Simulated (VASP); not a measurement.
Here is the system:

```
Cu2Se
1.0
    0.00000     2.82680     2.82680
    2.82680     0.00000     2.82680
    2.82680     2.82680     0.00000
Cu Se
2 1
Direct
  0.75000   0.75000   0.75000
  0.25000   0.25000   0.25000
  0.00000   0.00000   0.00000
```

All values below come from LDA (Ceperley-Alder, Perdew-Zunger) with spin-orbit coupling, VASP's LDA PAW potentials (set 64) (plane waves; VASP 6.6.1). Run with 400 eV cut-off, 9×9×9 Γ-centred mesh, Gaussian smearing of 0.050 eV, potentials Cu Se.

### Question
Give the energies of bands 19 to 32 at the high-symmetry points, in eV from the Fermi level.

### Answer

| band | Γ | X | U | L | W |
|---|---|---|---|---|---|
| 19 | -2.46 | -2.86 | -3.12 | -3.27 | -3.11 |
| 20 | -2.46 | -2.86 | -3.12 | -3.27 | -3.11 |
| 21 | -2.46 | -2.86 | -3.06 | -3.27 | -3.08 |
| 22 | -2.46 | -2.86 | -3.06 | -3.27 | -3.08 |
| 23 | -1.20 | -2.70 | -2.92 | -3.12 | -2.95 |
| 24 | -1.20 | -2.70 | -2.92 | -3.12 | -2.95 |
| 25 | -0.18 | -2.47 | -2.20 | -0.83 | -2.25 |
| 26 | -0.18 | -2.47 | -2.20 | -0.83 | -2.25 |
| 27 | 0.00 | -2.22 | -1.96 | -0.80 | -2.19 |
| 28 | 0.00 | -2.22 | -1.96 | -0.80 | -2.19 |
| 29 | 0.00 | 1.19 | 1.36 | 0.05 | 3.92 |
| 30 | 0.00 | 1.19 | 1.36 | 0.05 | 3.92 |
| 31 | 2.72 | 1.21 | 3.84 | 4.02 | 4.17 |
| 32 | 2.72 | 1.21 | 3.84 | 4.02 | 4.17 |

It has no gap at this level: it comes out as a metal or semimetal.

The structure comes from a computed database's Cu2Se entry (Fm-3m); how it stands against other phases isn't given here. It was relaxed first, which changed the volume by -7 %.
